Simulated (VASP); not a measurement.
```
CELL_PARAMETERS angstrom
      1.81500    -3.14367     0.00000
      1.81500     3.14367     0.00000
      0.00000     0.00000     5.78000
ATOMIC_POSITIONS crystal
  Gd 0.33333 0.66667 0.25000
  Gd 0.66667 0.33333 0.75000
```

Calculation: RPBE GGA, VASP's PBE PAW potentials (set 64) (plane waves; VASP). Run with 520 eV cut-off, 10×10×6 Γ-centred mesh, first-order Methfessel-Paxton smearing of 0.10 eV, potentials Gd_3.

The 4f electrons are frozen in the core of the lanthanide potential, so 4f levels, which can set the real gap, and their magnetism are missing. Energy and stress use the plane-wave basis of the starting cell.

### Question
The ions, cell shape and volume are relaxed. Predict the relaxed structure.

### Answer

```
CELL_PARAMETERS angstrom
      1.86169    -3.22454     0.00000
      1.86169     3.22454     0.00000
      0.00000     0.00000     5.76289
ATOMIC_POSITIONS crystal
  Gd 0.33333 0.66667 0.25000
  Gd 0.66667 0.33333 0.75000
```
Space group P6_3/mmc (194), at a tolerance of 0.03 Å.

### Question
How do energy and volume change from the first to the last step?

### Answer
The energy (σ→0) changes by -9.7 meV/atom and the volume by +4.9 %, in 8 ionic steps.

The compound is Gd in the hcp structure. This run relaxes it. Symmetry was kept, so distortions that lower it aren't found.
